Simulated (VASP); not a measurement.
**Pt: stress against strain**

Pt (fcc, Fm-3m, 15.316 Å³/atom and stress up to 0.20 GPa in the relaxed cell, cube axes along x, y and z) under an equal strain ε along x and y, with z held. r2SCAN in VASP (plane waves, PAW), 480 eV, 20×20×20 Γ-centred mesh, Methfessel-Paxton smearing 0.10 eV. Stress is positive for a compressed cell.

Here s stands for strain and y for stress xx.

```csv
strain (%),stress xx (GPa)
-1.50,9.86
-1.00,6.42
-0.50,3.24
0.00,0.20
0.50,-2.58
1.00,-5.19
1.50,-7.66
3.00,?
```

### Question
Using a straight line, estimate the missing y at s = 3.00 from the other rows, showing the fit.

### Answer
Means: s 0, y 0.613. About the means, the sum of products is -40.800 and the sum of squares of s is 7.0000; the slope is their ratio. Least squares gives y = 0.613 - 5.8286·s. Residuals (row less fit): 0.504, -0.022, -0.287, -0.413, -0.279, 0.026, 0.470; standard error 0.402 (degrees of freedom: 5). The slope gives the elastic constants C11 + C12 = about 580 GPa. At the withheld row, y = 0.613 - 5.8286 × 3.0 = -16.873 GPa. The calculation gives -14.01 GPa, 2.863 GPa above the prediction (12.0 % of the range of y in the table). The row lies outside the fitted rows, so this is an extrapolation. From the scatter of the fitted rows alone, a prediction at this place has a standard error of 0.626 GPa, so the miss is 4.6 times that.

A polynomial of degree 2 through the 12 other runs of the series gives -13.79 there, so most of the miss is curvature that the fit leaves out. In a metal these values are sensitive to mesh and smearing; energies are taken to zero smearing, stresses follow the free energy. The runs aren't spin-polarised. Spin-orbit coupling is left out, which can shift these values for the heavy elements here. Rows are the converged runs of the series near zero and its far end, less any whose ions stayed unrelaxed beside relaxed ones; series whose fitted rows scatter by over a few per cent of the range, as at a crossing or softening among them, aren't shown in this form. Most that stay on the fit to the last digits aren't either.
